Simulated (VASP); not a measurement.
Given:

```
CELL_PARAMETERS angstrom
      0.00000     3.30311     3.30311
      3.30311     0.00000     3.30311
      3.30311     3.30311     0.00000
ATOMIC_POSITIONS crystal
  K  0.00000 0.00000 0.00000
  Br 0.50000 0.50000 0.50000
```

All values below come from r2SCAN meta-GGA, VASP's PBE PAW potentials (set 64) (plane waves; VASP 6.6.1). Run with 400 eV cut-off, 9×9×9 Γ-centred mesh, Gaussian smearing of 0.010 eV, potentials K_sv Br.

Q: Estimate the energy per atom (σ→0), band gap (on the k-mesh) with the smallest direct gap where there is one.

A: 
```yaml
band gap (on the k-mesh): 5.07 eV
smallest direct gap (on the k-mesh): 5.07 eV
energy per atom (σ→0): -11.623 eV/atom
```

The absolute energy has meaning only against runs of the same code, potentials and settings.

The compound is KBr in the rock salt structure. It was relaxed first.
